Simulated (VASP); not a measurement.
VASP runs on VAs (a trial cell in the tenorite structure, space group C2/c) share one base input (PBE GGA, plane waves, VASP's PBE PAW potentials (set 64)) and change the settings named in each case.

INCAR:
```
SYSTEM = VAs
PREC = Accurate
ENCUT = 400
EDIFF = 1E-6
NELM = 100
ALGO = Normal
LREAL = .FALSE.
LASPH = .TRUE.
ISMEAR = 0
SIGMA = 0.05
GGA = PE
LMAXMIX = 4
ISPIN = 2
MAGMOM = 2.0 2.0 0.0 0.0
LORBIT = 10
LWAVE = .FALSE.
LCHARG = .FALSE.
ISIF = 2
```

POSCAR:
```
VAs
1.0
  3.2336870000  -2.3631320000   0.0000000000
  3.2336870000   2.3631320000   0.0000000000
 -1.1737100000   0.0000000000   6.9838620000
V As
2 2
Cartesian
  1.6168435000   1.1815660000   0.0000000000
  1.0299885000  -1.1815660000   3.4919310000
  2.9402595000  -0.3856631424   1.7459655000
  2.3534045000   0.3856631424   5.2378965000
```

### KPOINTS
```
Automatic
0
gamma
 5 5 3
0 0 0
```

POTCAR, in this order: V_sv As (PBE.64 set). Program: vasp_std.

```tsv
change	E(σ→0) (eV/atom)	pressure (GPa)	largest force (eV/Å)	moment (μB)	−TS (eV)
base run	-6.2211	-11.94	0.140	4.17	-0.0076
LDAU = .TRUE., LDAUJ = 0 0, LDAUL = 2 -1, LDAUTYPE = 2, LDAUU = 1.0 0	-5.8751	-10.61	0.198	4.21	-0.0035
LDAU = .TRUE., LDAUJ = 0 0, LDAUL = 2 -1, LDAUTYPE = 2, LDAUU = 2.0 0	-5.5802	-9.30	0.303	4.20	-0.0027
LDAU = .TRUE., LDAUJ = 0 0, LDAUL = 2 -1, LDAUTYPE = 2, LDAUU = 3.0 0 (not converged)	-5.3072	-8.48	0.301	4.14	-0.0060
LDAU = .TRUE., LDAUJ = 0 0, LDAUL = 2 -1, LDAUTYPE = 2, LDAUU = 4.0 0	-5.0645	-5.67	0.286	5.34	-0.0026
LDAU = .TRUE., LDAUJ = 0 0, LDAUL = 2 -1, LDAUTYPE = 2, LDAUU = 5.0 0 (not converged)	-4.8594	-4.03	0.292	5.52	-0.0037
LDAU = .TRUE., LDAUJ = 0 0, LDAUL = 2 -1, LDAUTYPE = 2, LDAUU = 6.0 0 (not converged)	-4.6876	-2.59	0.354	5.70	-0.0046
LDAU = .TRUE., LDAUJ = 0 0, LDAUL = 2 -1, LDAUTYPE = 2, LDAUU = 8.0 0 (not converged)	-4.4081	-0.24	0.544	6.60	-0.0043
LDAU = .TRUE., LDAUJ = 0 0, LDAUL = 2 -1, LDAUTYPE = 2, LDAUU = 5.0 0, LMAXMIX = 2 (not converged)	-4.8589	-3.89	0.291	5.52	-0.0043
```
 Energies of different potentials or functionals have different zeros.  The base run's pressure lies -0.43 GPa from that at 800 eV (Pulay error).

Left out are runs that ran out of time, are held back, or changed the cell or the kind of run, fixed moments of cells without a moment, rows past the twelfth, gaps on odd meshes, pressures of charged cells and columns that move by less than the noise.

The structure was generated: VAs was put into the tenorite type (C2/c), which need not be its known phase. The cell was not relaxed at this level, forces remain on its atoms. The spin order is the one that the start imposed; others were not tried in this run.
